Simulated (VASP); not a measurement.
Output of a VASP run:

**OSZICAR**
```
...
       N       E                     dE             d eps       ncg     rms          rms(c)
DAV:   1    -0.153385903114E+03   -0.54325E-02   -0.55809E+00   708   0.339E+00    0.319E-01
RMM:   2    -0.153388364168E+03   -0.24611E-02   -0.31490E-02   690   0.298E-01    0.835E-02
RMM:   3    -0.153388724599E+03   -0.36043E-03   -0.45869E-03   691   0.115E-01    0.779E-02
RMM:   4    -0.153388688682E+03    0.35917E-04   -0.68173E-04   691   0.432E-02    0.412E-02
RMM:   5    -0.153388687634E+03    0.10475E-05   -0.19948E-04   684   0.219E-02    0.138E-02
RMM:   6    -0.153388689603E+03   -0.19689E-05   -0.40151E-05   505   0.914E-03
   5 F= -.15338869E+03 E0= -.15338869E+03  d E =-.821745E-02
       N       E                     dE             d eps       ncg     rms          rms(c)
DAV:   1    -0.153391498523E+03   -0.28109E-02   -0.60667E+00   724   0.354E+00    0.329E-01
RMM:   2    -0.153394190465E+03   -0.26919E-02   -0.34290E-02   690   0.312E-01    0.856E-02
RMM:   3    -0.153394583186E+03   -0.39272E-03   -0.49746E-03   690   0.120E-01    0.819E-02
RMM:   4    -0.153394545270E+03    0.37916E-04   -0.74350E-04   691   0.451E-02    0.447E-02
RMM:   5    -0.153394543884E+03    0.13865E-05   -0.22424E-04   684   0.231E-02    0.149E-02
RMM:   6    -0.153394545739E+03   -0.18554E-05   -0.45050E-05   513   0.969E-03
   6 F= -.15339455E+03 E0= -.15339455E+03  d E =-.140736E-01
       N       E                     dE             d eps       ncg     rms          rms(c)
DAV:   1    -0.153385959201E+03    0.85847E-02   -0.24276E+01   708   0.708E+00    0.662E-01
RMM:   2    -0.153396848476E+03   -0.10889E-01   -0.13840E-01   690   0.629E-01    0.173E-01
RMM:   3    -0.153398434246E+03   -0.15858E-02   -0.20058E-02   691   0.240E-01    0.165E-01
RMM:   4    -0.153398291554E+03    0.14269E-03   -0.29025E-03   691   0.900E-02    0.954E-02
RMM:   5    -0.153398267252E+03    0.24302E-04   -0.93849E-04   690   0.470E-02    0.297E-02
RMM:   6    -0.153398272285E+03   -0.50332E-05   -0.17095E-04   644   0.188E-02    0.170E-02
RMM:   7    -0.153398278163E+03   -0.58778E-05   -0.41055E-05   505   0.922E-03
   7 F= -.15339828E+03 E0= -.15339828E+03  d E =-.178060E-01
       N       E                     dE             d eps       ncg     rms          rms(c)
DAV:   1    -0.153397907854E+03    0.36443E-03   -0.92885E-01   724   0.139E+00    0.134E-01
RMM:   2    -0.153398315296E+03   -0.40744E-03   -0.52544E-03   690   0.122E-01    0.341E-02
RMM:   3    -0.153398375673E+03   -0.60378E-04   -0.77158E-04   692   0.469E-02    0.309E-02
RMM:   4    -0.153398370143E+03    0.55304E-05   -0.10990E-04   664   0.175E-02    0.181E-02
RMM:   5    -0.153398368412E+03    0.17310E-05   -0.33474E-05   468   0.893E-03
   8 F= -.15339837E+03 E0= -.15339837E+03  d E =-.178963E-01
       N       E                     dE             d eps       ncg     rms          rms(c)
DAV:   1    -0.153399224554E+03   -0.85441E-03   -0.53718E+00   708   0.336E+00    0.401E-01
RMM:   2    -0.153402121303E+03   -0.28967E-02   -0.35917E-02   690   0.316E-01    0.867E-02
RMM:   3    -0.153402579542E+03   -0.45824E-03   -0.53329E-03   695   0.123E-01    0.886E-02
RMM:   4    -0.153402562250E+03    0.17292E-04   -0.73314E-04   691   0.462E-02    0.527E-02
RMM:   5    -0.153402561076E+03    0.11737E-05   -0.21397E-04   686   0.232E-02    0.155E-02
RMM:   6    -0.153402564812E+03   -0.37359E-05   -0.41856E-05   503   0.922E-03
   9 F= -.15340256E+03 E0= -.15340256E+03  d E =-.419640E-02
```

### OUTCAR
```
------------------------ aborting loop because EDIFF is reached ----------------------------------------
  FORCE on cell =-STRESS in cart. coord.  units (eV):
  Direction    XX          YY          ZZ          XY          YZ          ZX
  --------------------------------------------------------------------------------------
  Total      -10.2189305    -10.2148357    -10.2174578     -0.0501632      0.0152127      0.0624885
  in kB       -7.0384896     -7.0356691     -7.0374752     -0.0345509      0.0104780      0.0430402
  external PRESSURE =      -7.0372113 kB  Pullay stress =       0.0000000 kB
  volume of cell :     2326.14
      direct lattice vectors                 reciprocal lattice vectors
    13.249887362  0.000000000  0.000000000     0.075472340  0.000000000  0.000000000
     0.000000000 13.249887362  0.000000000     0.000000000  0.075472340  0.000000000
     0.000000000  0.000000000 13.249887362     0.000000000  0.000000000  0.075472340
  FREE ENERGIE OF THE ION-ELECTRON SYSTEM (eV)
  ---------------------------------------------------
  free  energy   TOTEN  =      -153.4025648122 eV

  energy  without entropy=     -153.4025648122  energy(sigma->0) =     -153.40256481

 reached required accuracy - stopping structural energy minimisation
```
(Selected blocks of OUTCAR.)

### POSCAR
```
Cd32ClTe31
1
   13.2498873621     0.0000000000     0.0000000000
    0.0000000000    13.2498873621    -0.0000000000
   -0.0000000000    -0.0000000000    13.2498873621
Cd Te Cl
32 31 1
Direct
  0.5000000000   0.0000000000   0.0000000000
  0.7500000000   0.2500000000   0.0000000000
  0.7500000000   0.0000000000   0.2500000000
  0.0000000000   0.0000000000   0.0000000000
  0.2500000000   0.2500000000   0.0000000000
  0.5000000000   0.5000000000   0.0000000000
  0.7500000000   0.7500000000   0.0000000000
  0.2500000000   0.0000000000   0.2500000000
  0.4981260000   0.2466770000   0.2532960000
  0.7491590000   0.4990650000   0.2511700000
  0.5000000000   0.0000000000   0.5000000000
  0.7520800000   0.2485490000   0.5036900000
  0.7500000000   0.0000000000   0.7500000000
  0.0000000000   0.5000000000   0.0000000000
  0.2500000000   0.7500000000   0.0000000000
  0.0000000000   0.2500000000   0.2500000000
  0.2500000000   0.5000000000   0.2500000000
  0.5000000000   0.7500000000   0.2500000000
  0.0000000000   0.0000000000   0.5000000000
  0.2500000000   0.2500000000   0.5000000000
  0.4995900000   0.4978740000   0.5029760000
  0.7500000000   0.7500000000   0.5000000000
  0.2500000000   0.0000000000   0.7500000000
  0.5000000000   0.2500000000   0.7500000000
  0.7500000000   0.5000000000   0.7500000000
  0.0000000000   0.7500000000   0.2500000000
  0.0000000000   0.5000000000   0.5000000000
  0.2500000000   0.7500000000   0.5000000000
  0.0000000000   0.2500000000   0.7500000000
  0.2500000000   0.5000000000   0.7500000000
  0.5000000000   0.7500000000   0.7500000000
  0.0000000000   0.7500000000   0.7500000000
  0.6250000000   0.1250000000   0.1250000000
  0.8750000000   0.3750000000   0.1250000000
  0.8750000000   0.1250000000   0.3750000000
  0.1250000000   0.1250000000   0.1250000000
  0.3750000000   0.3750000000   0.1250000000
  0.6250000000   0.6250000000   0.1250000000
  0.8750000000   0.8750000000   0.1250000000
  0.3750000000   0.1250000000   0.3750000000
  0.8750000000   0.6250000000   0.3750000000
  0.6250000000   0.1250000000   0.6250000000
  0.8750000000   0.3750000000   0.6250000000
  0.8750000000   0.1250000000   0.8750000000
  0.1250000000   0.6250000000   0.1250000000
  0.3750000000   0.8750000000   0.1250000000
  0.1250000000   0.3750000000   0.3750000000
  0.3750000000   0.6250000000   0.3750000000
  0.6250000000   0.8750000000   0.3750000000
  0.1250000000   0.1250000000   0.6250000000
  0.3750000000   0.3750000000   0.6250000000
  0.6250000000   0.6250000000   0.6250000000
  0.8750000000   0.8750000000   0.6250000000
  0.3750000000   0.1250000000   0.8750000000
  0.6250000000   0.3750000000   0.8750000000
  0.8750000000   0.6250000000   0.8750000000
  0.1250000000   0.8750000000   0.3750000000
  0.1250000000   0.6250000000   0.6250000000
  0.3750000000   0.8750000000   0.6250000000
  0.1250000000   0.3750000000   0.8750000000
  0.3750000000   0.6250000000   0.8750000000
  0.6250000000   0.8750000000   0.8750000000
  0.1250000000   0.8750000000   0.8750000000
  0.6253600000   0.3786060000   0.3780660000
```

Q: Reconstruct the remaining input files.

A: One answer among several that fit: the input of the run itself, PBE GGA, plane waves, VASP's PBE PAW potentials (set 64).

**INCAR**
```
! general
SYSTEM  = Cd32ClTe31
PREC    = Normal
ENCUT   = 400
LREAL   = Auto
LASPH   = .TRUE.
ISYM    = 0
NELECT  = 576.0

! electronic loop
EDIFF   = 1E-5
NELM    = 100
NELMIN  = 4
ALGO    = Fast
LMAXMIX = 4

! smearing
ISMEAR  = 0
SIGMA   = 0.05

! functional
GGA     = PE

! ions
IBRION  = 2
NSW     = 60
ISIF    = 2
EDIFFG  = -0.03

! output
LWAVE   = .FALSE.
LCHARG  = .FALSE.
```

File KPOINTS:
```
Automatic mesh
0
G
 1 1 1
```

POTCAR, in this order: Cd Te Cl (PBE.64 set). Program: vasp_gam.

The cell is charged, with a uniform compensating background. The supercell is sampled at Γ alone, which is coarse: total energies, pressure and levels can be off, energies of defects by several tenths of an eV.

The cell is a supercell with a defect, built from CdTe (zinc blende): Cl_Te, charge +1. The run is not spin-polarised, so no state with unpaired spins was tried.
